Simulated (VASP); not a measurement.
# HfZrS3 (P4/mmm) in VASP: notebook

The runs below take HfZrS3 through single point, relaxation of cell and atoms, with PBE.

Program: VASP 6.6.1. These are calculated values, not measurements. Logs are shortened: lines on timing, memory, paths and dates and some standing lists are left out, and cuts for length are marked.

## (1) The cell of the first run

The structure is tetragonal, space group P4/mmm (No. 123). The conventional cell has a = 3.393 Å, b = 3.393 Å, c = 9.524 Å, α = 90.00°, β = 90.00°, γ = 90.00°. Around Zr (site symmetry 4/mmm) lie 8 S at 2.79 Å. Hf (site symmetry 4/mmm) has 4 S at 2.40 Å as nearest neighbours. Around S (site symmetry 4mm) lie 4 Zr at 2.79 Å and 1 S at 2.87 Å. S (site symmetry 4/mmm) is surrounded by 4 Hf at 2.40 Å.

The cell was built by a generator and needn't be a form met in nature.

## (2) Single point, PBE (random cell by space group and Wyckoff sites (P4/mmm, No. 123))

Contents of INCAR:

```
SYSTEM = HfZrS3
PREC     = Accurate       ! precision mode
ENCUT    = 520            ! plane-wave cutoff, eV
EDIFF    = 1E-6           ! SCF threshold, eV
ISMEAR   = 0              ! smearing method
SIGMA    = 0.1            ! smearing width, eV
LREAL    = .False.        ! projectors in reciprocal space
LASPH    = .True.         ! aspherical terms in the spheres
NELM     = 100            ! most SCF steps
ALGO     = Fast           ! electronic algorithm
ISIF     = 2              ! what is computed and relaxed
LWAVE    = .False.        ! write WAVECAR
LCHARG   = .False.        ! write CHGCAR
GGA      = PE             ! functional
NBANDS   = 28             ! bands
```

Contents of KPOINTS:

```
Automatic mesh
0
Gamma
  12 12 4
  0 0 0
```

Contents of POSCAR:

```
HfZrS3
1.0
    3.3932370469      0.0000000000      0.0000000000
    0.0000000000      3.3932370469      0.0000000000
    0.0000000000      0.0000000000      9.5244375380
Zr Hf S
1 1 3
Direct
    0.5000000000      0.5000000000      0.0000000000
    0.5000000000      0.5000000000      0.5000000000
    0.0000000000      0.0000000000      0.8495744485
    0.0000000000      0.0000000000      0.1504255515
    0.0000000000      0.0000000000      0.5000000000
```

Potentials or basis: VASP PAW PBE potentials, release 64 (Zr_sv, Hf_pv, S).

Launch:

```sh
$ cat potpaw_PBE.64/Zr_sv/POTCAR potpaw_PBE.64/Hf_pv/POTCAR potpaw_PBE.64/S/POTCAR > POTCAR
$ mpirun -np 1 vasp_std > vasp.out
```

OUTCAR:

```text
SYSTEM = HfZrS3
   PREC = Accurate
   ENCUT = 520
   EDIFF = 1E-6
   ISMEAR = 0
   LREAL = .False.
   LASPH = .True.
   NELM = 100
   ISIF = 2
   GGA = PE

 ion  position               nearest neighbor table
   1  0.500  0.500  0.000-   3 2.79   4 2.79   3 2.79   4 2.79   3 2.79   4 2.79   3 2.79   4 2.79

   2  0.500  0.500  0.500-   5 2.40   5 2.40   5 2.40   5 2.40
   3  0.000  0.000  0.850-   1 2.79   1 2.79   1 2.79   1 2.79
   4  0.000  0.000  0.150-   1 2.79   1 2.79   1 2.79   1 2.79
   5  0.000  0.000  0.500-   2 2.40   2 2.40   2 2.40   2 2.40

  LATTYP: Found a simple tetragonal cell.
 ALAT       =     3.3932370469
 C/A-ratio  =     2.8068883507

  Lattice vectors:

 A1 = (   3.3932370469,   0.0000000000,   0.0000000000)
 A2 = (   0.0000000000,   3.3932370469,   0.0000000000)
 A3 = (   0.0000000000,   0.0000000000,   9.5244375380)

Analysis of symmetry for initial positions (statically):
=====================================================================
 Subroutine PRICEL returns:
 Original cell was already a primitive cell.

 Routine SETGRP: Setting up the symmetry group for a
 simple tetragonal supercell.

 Subroutine GETGRP returns: Found 16 space group operations
 (whereof 16 operations were pure point group operations)
 out of a pool of 16 trial point group operations.

The static configuration has the point symmetry D_4h.

Analysis of symmetry for dynamics (positions and initial velocities):
=====================================================================
 Subroutine PRICEL returns:
 Original cell was already a primitive cell.

 Routine SETGRP: Setting up the symmetry group for a
 simple tetragonal supercell.

 Subroutine GETGRP returns: Found 16 space group operations
 (whereof 16 operations were pure point group operations)
 out of a pool of 16 trial point group operations.

The dynamic configuration has the point symmetry D_4h.

 Subroutine INISYM returns: Found 16 space group operations
 (whereof 16 operations are pure point group operations),
 and found     1 'primitive' translations

----------------------------------------------------------------------------------------

                                     Primitive cell

  volume of cell :     109.6649

  direct lattice vectors                    reciprocal lattice vectors
     3.393237047  0.000000000  0.000000000     0.294703844  0.000000000  0.000000000
     0.000000000  3.393237047  0.000000000     0.000000000  0.294703844  0.000000000
     0.000000000  0.000000000  9.524437538     0.000000000  0.000000000  0.104993077

  length of vectors
     3.393237047  3.393237047  9.524437538     0.294703844  0.294703844  0.104993077

  position of ions in fractional coordinates (direct lattice)
     0.500000000  0.500000000  0.000000000
     0.500000000  0.500000000  0.500000000
     0.000000000  0.000000000  0.849574449
     0.000000000  0.000000000  0.150425551
     0.000000000  0.000000000  0.500000000

  ion indices of the primitive-cell ions
   primitive index   ion index
                 1           1
                 2           2
                 3           3
                 4           4
                 5           5

----------------------------------------------------------------------------------------

 KPOINTS: Automatic mesh

Automatic generation of k-mesh.
 Grid dimensions read from file:
 generate k-points for:   12   12    4

 Generating k-lattice:

  Cartesian coordinates                     Fractional coordinates (reciprocal lattice)
     0.024558654  0.000000000  0.000000000     0.083333333  0.000000000  0.000000000
     0.000000000  0.024558654  0.000000000     0.000000000  0.083333333  0.000000000
     0.000000000  0.000000000  0.026248269     0.000000000  0.000000000  0.250000000

  Length of vectors
     0.024558654  0.024558654  0.026248269

  Shift w.r.t. Gamma in fractional coordinates (k-lattice)
     0.000000000  0.000000000  0.000000000

 Subroutine IBZKPT returns following result:
 ===========================================

 Found     84 irreducible k-points:

 Following reciprocal coordinates:
            Coordinates               Weight
  0.000000  0.000000  0.000000      1.000000
  0.083333  0.000000  0.000000      4.000000
  0.166667  0.000000  0.000000      4.000000
  0.250000  0.000000  0.000000      4.000000
  0.333333  0.000000  0.000000      4.000000
  0.416667  0.000000  0.000000      4.000000
[... 16 lines left out ...]
  0.333333  0.333333  0.000000      4.000000
  0.416667  0.333333  0.000000      8.000000
 [... further k-points ...]
   k-points           NKPTS =     84   k-points in BZ     NKDIM =     84   number of bands    NBANDS=     28
   number of dos      NEDOS =    301   number of ions     NIONS =      5
   total plane-waves  NPLWV =  56448
   dimension x,y,z NGX =    28 NGY =   28 NGZ =   72
   dimension x,y,z NGXF=    56 NGYF=   56 NGZF=  144
   ions per type =               1   1   3
   NGX,Y,Z   is equivalent  to a cutoff of  13.72, 13.72, 12.57 a.u.
   NGXF,Y,Z  is equivalent  to a cutoff of  27.44, 27.44, 25.13 a.u.
 SYSTEM =  HfZrS3
   PREC   = accura    normal or accurate (medium, high low for compatibility)
   ISTART =      0    job   : 0-new  1-cont  2-samecut
   ICHARG =      2    charge: 1-file 2-atom 10-const
   ISPIN  =      1    spin polarized calculation?
   LNONCOLLINEAR =      F non collinear calculations
   LSORBIT =      F    spin-orbit coupling
   LASPH  =      T    aspherical Exc in radial PAW
   ENCUT  =  520.0 eV  38.22 Ry    6.18 a.u.   6.31  6.31 17.71*2*pi/ulx,y,z
   NELM   =    100;   NELMIN=  2; NELMDL= -5     # of ELM steps
   EDIFF  = 0.1E-05   stopping-criterion for ELM
   LREAL  =      F    real-space projection
   EDIFFG = 0.1E-04   stopping-criterion for IOM
   NSW    =      0    number of steps for IOM
   IBRION =     -1    ionic relax: 0-MD 1-quasi-New 2-CG
   NFREE  =      0    steps in history (QN), initial steepest desc. (CG)
   ISIF   =      2    stress and relaxation
   ISYM   =      2    0-nonsym 1-usesym 2-fastsym
   POTIM  = 0.5000    time-step for ionic-motion
   TEBEG  =    0.0;   TEEND  =   0.0 temperature during run
   PSTRESS=    0.0 pullay stress
   NELECT =      40.0000    total number of electrons
   NUPDOWN=      -1.0000    fix difference up-down
   EMIN   =  10.00;   EMAX   =-10.00  energy-range for DOS
   EFERMI =   0.00;   METHOD = LEGACY
   ISMEAR =     0;   SIGMA  =   0.10  broadening in eV -4-tet -1-fermi 0-gaus
   EFERMI_NEDOS =   21; number of points for ismear=-14 and -15
   IALGO  =     68    algorithm
   IMIX   =      4    mixing-type and parameters
     AMIX     =   0.40;   BMIX     =  1.00
     AMIX_MAG =   1.60;   BMIX_MAG =  1.00
  volume/ion in A,a.u.               =      21.93       148.01
  Fermi-wavevector in a.u.,A,eV,Ry     =   1.169694  2.210401 18.615273  1.368184
  Thomas-Fermi vector in A             =   2.306163
   LORBIT       =      0    0 simple, 1 ext, 2 COOP (PROOUT), +10 PAW based schemes
   GGA     = PE    functional components
   LHFCALC =     F    Hartree Fock is set to
   AEXX    =    0.0000 exact exchange contribution
   IVDW    =     0    specifies the selected vdW correction
   LEPSILON=     F    determine dielectric tensor
   LRPA    =     F    only Hartree local field effects (RPA)
 non-spin polarized calculation
 RMM-DIIS sequential band-by-band and
 Gauss-broadening in eV      SIGMA  =   0.10
  energy-cutoff  :      520.00
  volume of cell :      109.66
 maximum number of plane-waves:      2984
 NGX is ok and might be reduce to    28
   NGX = 13   NGY = 13   NGZ = 35

 number of electron      40.0000001 magnetization

 Free energy of the ion-electron system (eV)
  ---------------------------------------------------
  ext. energy  EPLUGINS =         0.00000000
  ---------------------------------------------------
  free energy    TOTEN  =       -35.02173000 eV

  energy without entropy =      -35.00491290  energy(sigma->0) =      -35.01332145

 E-fermi :   5.8265     XC(G=0):  -9.9710

 val. band max:        5.8230315308   @ k =   0.4167   0.1667   0.5000
 cond. band min:       5.8306975858   @ k =   0.4167   0.4167   0.2500
 fundamental gap:      0.0076660551
 Fermi energy:         5.8264636560

 k-point     1 :       0.0000    0.0000    0.0000
  band No.  band energies     occupation
      1     -43.7796      2.00000
      2     -26.1834      2.00000
      3     -25.9864      2.00000
      4     -25.9864      2.00000
      5     -21.8698      2.00000
      6     -21.5700      2.00000
[... 20 lines left out ...]
     27       8.2796      0.00000
     28       9.6060      0.00000

 k-point     2 :       0.0833    0.0000    0.0000
  band No.  band energies     occupation
      1     -43.7780      2.00000
      2     -26.1818      2.00000
      3     -26.0087      2.00000
      4     -25.9839      2.00000
      5     -21.8667      2.00000
      6     -21.5929      2.00000
[... 20 lines left out ...]
     27       8.3851      0.00000
     28       9.5437      0.00000

 k-point     3 :       0.1667    0.0000    0.0000
  band No.  band energies     occupation
      1     -43.7738      2.00000
      2     -26.1774      2.00000
      3     -26.0690      2.00000
      4     -25.9769      2.00000
      5     -21.8582      2.00000
      6     -21.6549      2.00000
[... 20 lines left out ...]
     27       8.6646      0.00000
     28       8.9746      0.00000

 k-point     4 :       0.2500    0.0000    0.0000
  band No.  band energies     occupation
      1     -43.7679      2.00000
      2     -26.1714      2.00000
      3     -26.1500      2.00000
      4     -25.9673      2.00000
      5     -21.8466      2.00000
      6     -21.7383      2.00000
[... 578 lines left out ...]
     27       9.2776      0.00000
     28      10.0550      0.00000

 k-point    23 :       0.3333    0.3333    0.0000
  band No.  band energies     occupation
      1     -43.7449      2.00000
      2     -26.1851      2.00000
      3     -26.1667      2.00000
      4     -26.1485      2.00000
      5     -21.8055      2.00000
      6     -21.7841      2.00000
[... 20 lines left out ...]
     27       8.9915      0.00000
     28       9.7414      0.00000

 k-point    24 :       0.4167    0.3333    0.0000
  band No.  band energies     occupation
      1     -43.7407      2.00000
      2     -26.2281      2.00000
      3     -26.1623      2.00000
      4     -26.1444      2.00000
      5     -21.8327      2.00000
      6     -21.7983      2.00000
[... 20 lines left out ...]
     27       9.6284      0.00000
     28       9.7936      0.00000

 [... further k-points ...]
[... 5 lines left out ...]
  --------------------------------------------------------------------------------------
  -------------------------------------------------------------------------------------
  Total       -0.1864145     -0.1864145     -0.0363917      0.0000000      0.0000000     -0.0000000
  in kB       -2.7234693     -2.7234693     -0.5316733      0.0000000      0.0000000     -0.0000000
  external PRESSURE =      -1.9928706 kB  Pullay stress =       0.0000000 kB

 VOLUME and BASIS-vectors are now :
 -----------------------------------------------------------------------------
  energy-cutoff  :      520.00
  volume of cell :      109.66
      direct lattice vectors                 reciprocal lattice vectors
     3.393237047  0.000000000  0.000000000     0.294703844  0.000000000  0.000000000
     0.000000000  3.393237047  0.000000000     0.000000000  0.294703844  0.000000000
     0.000000000  0.000000000  9.524437538     0.000000000  0.000000000  0.104993077

 POSITION                                       TOTAL-FORCE (eV/Angst)
 -----------------------------------------------------------------------------------
      1.69662      1.69662      0.00000         0.000000      0.000000      0.000000
      1.69662      1.69662      4.76222         0.000000      0.000000      0.000000
      0.00000      0.00000      8.09172         0.000000     -0.000000     -0.000254
      0.00000      0.00000      1.43272        -0.000000     -0.000000      0.000254
      0.00000      0.00000      4.76222         0.000000      0.000000      0.000000
 -----------------------------------------------------------------------------------
    total drift:                                0.000000      0.000000     -0.000000

  FREE ENERGIE OF THE ION-ELECTRON SYSTEM (eV)
  ---------------------------------------------------
  free  energy   TOTEN  =       -35.0217300015 eV

  energy  without entropy=      -35.0049128995  energy(sigma->0) =      -35.01332145
```

It took 7.4 min on 1 thread of Intel Xeon Platinum 8559C (Emerald Rapids), shared host; peak memory 0.4 GiB.

What came out:

- Free energy: -35.0217 eV
- Pressure: -0.2 GPa
- Band gap on the k mesh: none (metal or under the smearing width)

Caveat: this functional lacks dispersion, which binds the layers, so the pressure and a relaxed spacing across them are unreliable. Spin-orbit coupling is left out, which matters for the levels of Hf.

(Part 1 of 2 ends here.)
